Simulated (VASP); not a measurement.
Here is the system:

```yaml
crystal:
  lattice:
    - [0.00000, 2.65658, 2.65658]
    - [2.65658, 0.00000, 2.65658]
    - [2.65658, 2.65658, 0.00000]
  atoms:
    - { symbol: Co, position: [0.00000, 0.00000, 0.00000] }
    - { symbol: Si, position: [0.25000, 0.25000, 0.25000] }
    - { symbol: Si, position: [0.75000, 0.75000, 0.75000] }
```

Level of theory: r2SCAN meta-GGA, VASP's PBE PAW potentials (set 64) (plane waves; VASP). Run with 480 eV cut-off, 9×9×9 Γ-centred mesh, first-order Methfessel-Paxton smearing of 0.10 eV, potentials Co Si.

Q: What does the run give for the energy per atom (σ→0), band gap (on the k-mesh) with the smallest direct gap where there is one?

A: 
- band gap (on the k-mesh): none (metal, semimetal or under 0.01 eV)
- energy per atom (σ→0): -10.667 eV/atom

Only differences to runs with the same potentials and settings are physical.

The compound is CoSi2 in the fluorite structure. It was relaxed first. The start is the result of an earlier pass. The run is not spin-polarised, so no magnetic state was tried. The electron count is odd and the run is not spin-polarised, which forces a metal.
